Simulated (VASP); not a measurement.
# Sn7MoO16 (a cell with a defect): single point with PBEsol+U

The system is Sn7MoO16 (a cell with a defect).

```xyz
24
Lattice="9.4747 0.0000 0.0000 4.7374 4.7374 0.0000 4.7374 0.0000 6.3728" Properties=species:S:1:pos:R:3 pbc="T T T"
Mo    9.4639    0.0079    0.0013
Sn    4.7251    0.0117    3.1957
Sn    4.7281    0.0092    0.0014
Sn    9.4659    0.0062    3.1804
Sn   11.8302    2.3774    1.5952
Sn    7.0965    2.3761    4.7783
Sn    7.0979    2.3769    1.5879
Sn   11.8335    2.3801    4.7850
O    10.8828    1.4240    0.0006
O     6.1786    1.4543    3.1844
O    10.9119    1.4523    6.3723
O    10.9147    1.4541    3.1890
O    10.3821    3.8203    1.5929
O    15.1202    3.8166    4.7842
O     5.6390    3.8304    1.5650
O    10.3731    3.8306    4.8070
O    12.7805    3.3293    0.0006
O     8.0120    3.3026    3.1861
O     8.0185    3.3027    0.0006
O    12.7538    3.2968    3.1867
O     3.8056    0.9364    1.5900
O     8.5419    0.9305    4.7836
O     8.5533    0.9221    1.5694
O    13.2919    0.9253    4.8103
```

```json
{"Program": "VASP 6.6.1", "Task": "single point", "Functional": "PBEsol", "Potentials or basis": "VASP PAW PBE potentials, release 64 (Mo_sv, Sn_d, O)", "Cutoff": "450 eV", "k mesh": "3 × 3 × 2", "Occupations": "gaussian, width 0.03 eV", "Spin": "collinear spin, zero start", "Starting moments": "[0.0, 0.0, 0.0, 0.0, 0.0, 0.0, 0.0, 0.0, 0.0, 0.0, 0.0, 0.0, 0.0, 0.0, 0.0, 0.0, 0.0, 0.0, 0.0, 0.0, 0.0, 0.0, 0.0, 0.0] μB", "Fixed moment": "0 μB", "Hubbard terms": "Mo d U = 2 eV"}
```

* Largest force: 0.628 eV/Å
* Net moment: 0.00 μB per cell
* Valence electrons inside the program's atomic spheres: Mo 12.16; Sn 12.39, 12.41, 12.37; O 5.05, 5.07, 5.06, 5.04

Forces on the atoms (eV/Å):
```
Mo  -0.004  0.000  0.010
Sn  -0.006  0.000 -0.088
Sn  -0.007  0.001 -0.001
Sn   0.006 -0.001  0.063
Sn   0.009 -0.007  0.416
Sn  -0.003  0.002 -0.417
Sn  -0.019  0.001 -0.122
Sn   0.004 -0.024  0.129
O   -0.393 -0.391 -0.002
O    0.034  0.037  0.102
O   -0.044 -0.048  0.004
O    0.037  0.037 -0.088
O    0.136 -0.124 -0.123
O    0.134 -0.114  0.124
O   -0.365  0.368 -0.293
O   -0.359  0.376  0.319
O    0.399  0.402  0.001
O   -0.035 -0.044  0.099
O    0.045  0.052  0.003
O   -0.048 -0.029 -0.086
O   -0.117  0.108 -0.115
O   -0.125  0.133  0.110
O    0.377 -0.375 -0.335
O    0.344 -0.361  0.293
```

Eigenvalues of the final occupation matrices:
```tsv
site	spin	trace	eigenvalues
site 1 d	1	1.82	0.18 0.19 0.32 0.35 0.78
site 1 d	2	1.82	0.18 0.19 0.32 0.35 0.78
```

Wall time 30 min on 1 thread of Intel(R) Xeon(R) Platinum 8488C (Sapphire Rapids) (shared host), peak memory 0.79 GiB.

Caveat: the k mesh is coarse (spacing up to 0.49 Å⁻¹), so the values aren't converged; the PAW data sets were made with another functional, which shifts forces and pressure a little; the total moment is fixed, so each spin has its own Fermi level. The state reached can hang on the start; a lower one may exist.
